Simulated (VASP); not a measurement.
KMgF3:

```xyz
5
Lattice="3.9785 0.0000 0.0000 0.0000 3.9785 0.0000 0.0000 0.0000 3.9785" Properties=species:S:1:pos:R:3 pbc="T T T"
K     1.9892    1.9892    1.9892
Mg    0.0000    0.0000    0.0000
F     0.0000    1.9892    0.0000
F     0.0000    0.0000    1.9892
F     1.9892    0.0000    0.0000
```

The cell is a database's computed one.

```yaml
Program: VASP 6.6.1
Task: relaxation of cell and atoms
Functional: PBE
Potentials_or_basis: VASP PAW PBE potentials, release 64 (K_sv, Mg, F)
Cutoff: 600 eV
k_mesh: 4 × 4 × 4
Occupations: gaussian, width 0.1 eV
Spin: no spin polarisation
```

At the start: pressure 3.7 GPa; volume 12.59 Å³/atom.

Task: How do energy, volume and symmetry change on relaxing?

Result: Over 3 steps the energy falls by 7.1 meV/atom and the volume is 13.24 Å³/atom (+5.1 %); space group Pm-3m (No. 221, to 0.05 Å).

Step by step:
```csv
step,energy change (eV),largest force (eV/Å),pressure (GPa),volume (Å³)
1,0.0000,0.0000,3.71,62.97
2,-0.0346,0.0000,0.52,65.67
3,-0.0354,0.0000,-0.02,66.19
```

Final structure:
```
K Mg F
1.0
     4.04511    0.00000    0.00000
     0.00000    4.04511    0.00000
     0.00000    0.00000    4.04511
K Mg F
1 1 3
Direct
  0.50000 0.50000 0.50000
  0.00000 0.00000 0.00000
  0.00000 0.50000 0.00000
  0.00000 0.00000 0.50000
  0.50000 0.00000 0.00000
```
